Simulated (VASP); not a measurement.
Energy against volume of NiSi2 (fluorite). Calculation: optB88-vdW, VASP's PBE PAW potentials (set 64) (plane waves; VASP). Settings: 520 eV cut-off, 10×10×10 Γ-centred mesh, first-order Methfessel-Paxton smearing of 0.10 eV, potentials Si Ni.

```csv
V (Å³/atom),E (eV/atom)
12.836,-3.89690
13.245,-3.91318
13.655,-3.91703
14.065,-3.91097
```

Question: Fit these four points and predict the energy of the run at 14.474 Å³/atom.

Answer: A cubic in V^(−2/3), the third-order Birch-Murnaghan form, passes through the four points with V0 = 13.59 Å³/atom and B0 = 132 GPa, and gives -3.8971 eV/atom there. The run gave -3.8964 eV/atom, +0.7 meV/atom from the fit; all five points give B0 = 134 GPa.

The compound is NiSi2 in the fluorite structure. It was relaxed first. The run is not spin-polarised, so no magnetic state was tried.
